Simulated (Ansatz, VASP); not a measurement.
**MgMnB4 in two plane-wave programs**

Wanted: the spread between two codes on one cell, functional and k mesh. The cell is invented: As first built, before any earlier steps moved the atoms (in the runner's words): it takes the MgB2 structure with some of its atoms replaced by other elements, volume scaled by an estimate. It may not be a known or stable phase. The cell is taken from a series of VASP runs on this material, whose earlier steps may have relaxed, scaled or displaced it; both programs get it as it stands.

Main program and level: Ansatz 0.2.0; plane waves, with VASP 6.6.1 beside it; relaxation of cell and atoms at PBE.

### 1. The structure

The structure is hexagonal, space group P6/mmm (No. 191). The conventional cell has a = 3.007 Å, b = 3.007 Å, c = 6.612 Å, α = 90.00°, β = 90.00°, γ = 120.00°. Nearest to Mn lie 12 B at 2.29 Å. Nearest to Mg lie 12 B at 2.51 Å. Nearest to B lie 3 B at 1.74 Å and 3 Mn at 2.29 Å and 3 Mg at 2.51 Å. As first built, before any earlier steps moved the atoms (in the runner's words): sites of the MgB2 structure (space group 191) filled with other elements, volume scaled by an estimate. Farther neighbours are not listed.

### 2. VASP: relaxation of cell and atoms, PBE

The relaxed volume is the usual yardstick between codes: its relative difference is about their pressure difference at one cell divided by the bulk modulus.

Lines of VASP's logs that name or quote its potential files are left out, and so is its time.

INCAR reads:

```
SYSTEM = MgMnB4
PREC = Accurate
ENCUT = 420
EDIFF = 1E-06
NELM = 100
ISMEAR = -1
SIGMA = 0.05
LREAL = .FALSE.
ALGO = Normal
GGA = PE
NBANDS = 22
ISPIN = 2
MAGMOM = 4 0 0 0 0 0
LMAXMIX = 4
LORBIT = 11
LWAVE = .FALSE.
LCHARG = .FALSE.
KPAR = 2
IBRION = 2
NSW = 60
ISIF = 3
EDIFFG = -0.01
```

POSCAR reads:

```
MgMnB4
1.0
    3.0068847048      0.0000000027      0.0000000000
   -1.5034418473      2.6040379131      0.0000000000
    0.0000000000      0.0000000000      6.6115821437
Mn Mg B
1 1 4
Direct
    0.0000000000      0.0000000000      0.5000000000
    0.0000000000      0.0000000000      0.0000000000
    0.3333333300      0.6666666700      0.7266369336
    0.3333333300      0.6666666700      0.2733630664
    0.6666666700      0.3333333300      0.7266369336
    0.6666666700      0.3333333300      0.2733630664
```

KPOINTS reads:

```
Automatic mesh
0
Gamma
9 9 4
0 0 0
```

PAW data sets: Mn_pv, Mg and B (PBE family, release 64).

On the command line:

```sh
mpirun -np 2 vasp_std
```

Numbers of over 12 decimals in the logs are rounded to 6 here.

What it wrote:

```text
[banner, memory and clock lines left out]
running    2 mpi-ranks, on    1 nodes
 distrk:  each k-point on    1 cores,    2 groups
 distr:  one band on    1 cores,    1 groups

 POSCAR found type information on POSCAR MnMgB
 POSCAR found :  3 types and       6 ions
 LDA part: xc-table for (Slater+PW92), standard interpolation
 POSCAR, INCAR and KPOINTS ok, starting setup
 FFT: planning ... GRIDC
 FFT: planning ... GRID_SOFT
 FFT: planning ... GRID
 WAVECAR not read
 entering main loop
       N       E                     dE             d eps       ncg     rms          rms(c)
DAV:   1     0.157482617113E+03    0.15748E+03   -0.12649E+04  3280   0.106E+03
DAV:   2    -0.377684889055E+02   -0.19525E+03   -0.18591E+03  3362   0.299E+02
DAV:   3    -0.469598464058E+02   -0.91914E+01   -0.89917E+01  3976   0.688E+01
DAV:   4    -0.470933131200E+02   -0.13347E+00   -0.13300E+00  3710   0.803E+00
DAV:   5    -0.470955381869E+02   -0.22251E-02   -0.22239E-02  3992   0.998E-01    0.295E+01
DAV:   6    -0.649439681061E+02   -0.17848E+02   -0.21834E+02  3414   0.111E+02    0.622E+01
DAV:   7    -0.379988707170E+02    0.26945E+02   -0.86975E+01  3566   0.103E+02    0.104E+01
DAV:   8    -0.385757422784E+02   -0.57687E+00   -0.39137E+00  3584   0.137E+01    0.422E+00
DAV:   9    -0.385779590714E+02   -0.22168E-02   -0.31831E-01  3836   0.432E+00    0.225E+00
DAV:  10    -0.385657462023E+02    0.12213E-01   -0.15025E-01  3822   0.256E+00    0.108E+00
DAV:  11    -0.385723294081E+02   -0.65832E-02   -0.44169E-02  3566   0.174E+00    0.546E-01
DAV:  12    -0.385719226761E+02    0.40673E-03   -0.32947E-03  3850   0.453E-01    0.188E-01
DAV:  13    -0.385719197634E+02    0.29127E-05   -0.28747E-04  3636   0.136E-01    0.113E-01
DAV:  14    -0.385719176348E+02    0.21286E-05   -0.93259E-05  3954   0.719E-02    0.500E-02
DAV:  15    -0.385719182546E+02   -0.61981E-06   -0.17637E-05  3780   0.260E-02    0.259E-02
DAV:  16    -0.385719165420E+02    0.17126E-05   -0.49248E-06  3636   0.176E-02    0.155E-02
DAV:  17    -0.385719173290E+02   -0.78704E-06   -0.79767E-07  2142   0.681E-03
   1 F= -.38571917E+02 E0= -.38564974E+02  d E =-.385719E+02  mag=     2.4251
 curvature:   0.00 expect dE= 0.000E+00 dE for cont linesearch  0.000E+00
 trial: gam= 0.00000 g(F)=  0.433E-06 g(S)=  0.210E-05 ort = 0.000E+00 (trialstep = 0.100E+01)
 search vector abs. value=  0.253E-05
 reached required accuracy - stopping structural energy minimisation
```

From OUTCAR (step 2):

```text
ion  position               nearest neighbor table
   1  0.000  0.000  0.500-   3 2.29   4 2.29   5 2.29   6 2.29   5 2.29   6 2.29   3 2.29   4 2.29
                             5 2.29   6 2.29   3 2.29   4 2.29   2 3.31   2 3.31
   2  0.000  0.000  0.000-   3 2.51   4 2.51   5 2.51   6 2.51   5 2.51   6 2.51   3 2.51   4 2.51
                             5 2.51   6 2.51   3 2.51   4 2.51   1 3.31   1 3.31
   3  0.333  0.667  0.727-   5 1.74   5 1.74   5 1.74   1 2.29   1 2.29   1 2.29   2 2.51   2 2.51
                             2 2.51
   4  0.333  0.667  0.273-   6 1.74   6 1.74   6 1.74   1 2.29   1 2.29   1 2.29   2 2.51   2 2.51
                             2 2.51
   5  0.667  0.333  0.727-   3 1.74   3 1.74   3 1.74   1 2.29   1 2.29   1 2.29   2 2.51   2 2.51
                             2 2.51
   6  0.667  0.333  0.273-   4 1.74   4 1.74   4 1.74   1 2.29   1 2.29   1 2.29   2 2.51   2 2.51
                             2 2.51

  LATTYP: Found a hexagonal cell.
 ALAT       =     3.0068847048
 C/A-ratio  =     2.1988146513

 Subroutine GETGRP returns: Found 24 space group operations
 (whereof 24 operations were pure point group operations)

The static configuration has the point symmetry D_6h.

 Found     36 irreducible k-points:

   k-points           NKPTS =     36   k-points in BZ     NKDIM =     36   number of bands    NBANDS=     22

   dimension x,y,z NGX =    20 NGY =   20 NGZ =   48
   dimension x,y,z NGXF=    40 NGYF=   40 NGZF=   96

   ENCUT  =  420.0 eV  30.87 Ry    5.56 a.u.   5.02  5.02 11.05*2*pi/ulx,y,z

   NELECT =      27.0000    total number of electrons

 k-points in reciprocal lattice and weights: Automatic mesh
   0.00000000  0.00000000  0.00000000       0.003
   0.11111111 -0.00000000  0.00000000       0.019
   0.22222222  0.00000000  0.00000000       0.019
   0.33333333  0.00000000  0.00000000       0.019
   0.44444444  0.00000000  0.00000000       0.019
   0.11111111  0.11111111  0.00000000       0.019
   0.22222222  0.11111111  0.00000000       0.037
   0.33333333  0.11111111  0.00000000       0.037
   0.44444444  0.11111111  0.00000000       0.019
[...]
0.33333333  0.22222222  0.50000000       0.037
   0.33333333  0.33333333  0.50000000       0.006

 average (electrostatic) potential at core
       1 -67.5177       2 -34.0798       3 -24.6306       4 -24.6306       5 -24.6306
       6 -24.6306

 E-fermi :   7.5882

 spin component 1
 k-point     1 :       0.0000    0.0000    0.0000
  band No.  band energies     occupation
    ...
     10       4.5518      1.00000
     11       5.3219      1.00000
     12       5.3219      1.00000
     13       7.4717      0.91134
     14       7.4717      0.91133
     15       8.5543      0.00000
     16       8.5543      0.00000
     17      10.8162      0.00000
     18      13.3270      0.00000
     19      13.3270      0.00000
    ...

 k-point     2 :       0.1111   -0.0000    0.0000
  band No.  band energies     occupation
    ...
      9       4.1977      1.00000
     10       4.6101      1.00000
     11       4.8983      1.00000
     12       5.3478      1.00000
     13       7.4065      0.97423
     14       7.6572      0.20101
     15       7.6693      0.16476
     16       7.9674      0.00051
     17      10.9589      0.00000
     18      13.4935      0.00000
    ...

 k-point     3 :       0.2222    0.0000    0.0000
  band No.  band energies     occupation
    ...
     10       4.3427      1.00000
     11       4.6340      1.00000
     12       5.0589      1.00000
     13       6.3590      1.00000
     14       7.0492      0.99998
     15       7.8786      0.00299
     16       7.8830      0.00274
     17      11.3457      0.00000
     18      12.1855      0.00000
     19      13.6382      0.00000
    ...

 k-point     4 :       0.3333    0.0000    0.0000
  band No.  band energies     occupation
    ...
     10       4.2322      1.00000
     11       4.4055      1.00000
     12       4.8885      1.00000
     13       5.9356      1.00000
     14       6.5007      1.00000
     15       7.9792      0.00040
     16       8.8971      0.00000
     17       9.8318      0.00000
     18      12.1777      0.00000
     19      13.1017      0.00000
    ...

 k-point     5 :       0.4444    0.0000    0.0000
  band No.  band energies     occupation
    ...
     10       3.6487      1.00000
     11       4.3537      1.00000
     12       4.8753      1.00000
     13       5.9294      1.00000
     14       6.3579      1.00000
     15       8.0022      0.00025
     16       8.1798      0.00001
     17      10.1601      0.00000
     18      11.6145      0.00000
     19      12.9780      0.00000
    ...

 k-point     6 :       0.1111    0.1111    0.0000
  band No.  band energies     occupation
    ...
     11       4.7627      1.00000
     12       5.4470      1.00000
     13       6.7049      1.00000
     14       7.1381      0.99988
     15       7.1901      0.99965
     16       8.1331      0.00002
     17      11.2469      0.00000
     18      12.9371      0.00000
     19      14.2200      0.00000
     20      14.8520      0.00000
    ...

  Total       -0.0114066     -0.0114066      0.0008989     -0.0000000      0.0000000     -0.0000000
  in kB       -0.3530189     -0.3530188      0.0278193     -0.0000001      0.0000000     -0.0000000
  external PRESSURE =      -0.2260728 kB  Pullay stress =       0.0000000 kB

  energy-cutoff  :      420.00
  volume of cell :       51.77
      direct lattice vectors                 reciprocal lattice vectors
     3.006884705  0.000000003  0.000000000     0.332570117  0.192009429  0.000000000
    -1.503441847  2.604037913  0.000000000    -0.000000000  0.384018986  0.000000000
     0.000000000  0.000000000  6.611582144     0.000000000  0.000000000  0.151249728

 POSITION                                       TOTAL-FORCE (eV/Angst)
 -----------------------------------------------------------------------------------
      0.00000      0.00000      3.30579         0.000000      0.000000      0.000000
      0.00000      0.00000      0.00000         0.000000      0.000000      0.000000
      0.00000      1.73603      4.80422         0.000000     -0.000000      0.001498
      0.00000      1.73603      1.80736        -0.000000      0.000000     -0.001498
      1.50344      0.86801      4.80422        -0.000000      0.000000      0.001498
      1.50344      0.86801      1.80736        -0.000000      0.000000     -0.001498
 -----------------------------------------------------------------------------------
    total drift:                               -0.000000      0.000000      0.000000

  FREE ENERGIE OF THE ION-ELECTRON SYSTEM (eV)
  ---------------------------------------------------
  free  energy   TOTEN  =       -38.5719173290 eV

  energy  without entropy=      -38.5580313061  energy(sigma->0) =      -38.56497432

 reached required accuracy - stopping structural energy minimisation

 total charge
# of ion       s       p       d       tot
------------------------------------------
    1        0.282   6.342   5.179  11.803
    2        0.151   0.176   0.064   0.390
    3        0.692   1.293   0.000   1.985
    4        0.692   1.293   0.000   1.985
    5        0.692   1.293   0.000   1.985
    6        0.692   1.293   0.000   1.985
--------------------------------------------------
tot          3.201  11.688   5.243  20.131

 magnetization (x)
# of ion       s       p       d       tot
------------------------------------------
    1        0.012   0.017   2.342   2.371
    2        0.001  -0.003   0.001  -0.001
    3        0.005  -0.002   0.000   0.004
    4        0.005  -0.002   0.000   0.004
    5        0.005  -0.002   0.000   0.004
    6        0.005  -0.002   0.000   0.004
--------------------------------------------------
tot          0.034   0.007   2.343   2.384

[... 6 further parts left out ...]
```

CONTCAR:

```
MgMnB4
   1.00000000000000
     3.0068847048000000    0.0000000027000000    0.0000000000000000
    -1.5034418473000000    2.6040379131000000    0.0000000000000000
     0.0000000000000000    0.0000000000000000    6.6115821436999997
  Mn              Mg              B
     1     1     4
Direct
     0.0000000000000000    0.0000000000000000    0.5000000000000000
     0.0000000000000000    0.0000000000000000    0.0000000000000000
     0.3333333300000021    0.6666666699999979    0.7266369335999983
     0.3333333300000021    0.6666666699999979    0.2733630664000017
     0.6666666699999979    0.3333333300000021    0.7266369335999983
     0.6666666699999979    0.3333333300000021    0.2733630664000017
```

(Part 1 of 2 ends here.)

[Lines on the potential files, build, host, timing and source positions are cut from VASP's logs without a mark.]

[Logs are printed without paths, hosts, clocks, repeated set-up lines and the standing remarks that a program may print on its own settings, such as how far it seeks lower states.]

[Hosts, paths, dates, database ids (printed as entryN), source tags and the programs' standing remarks are cut or masked in the printed files.]
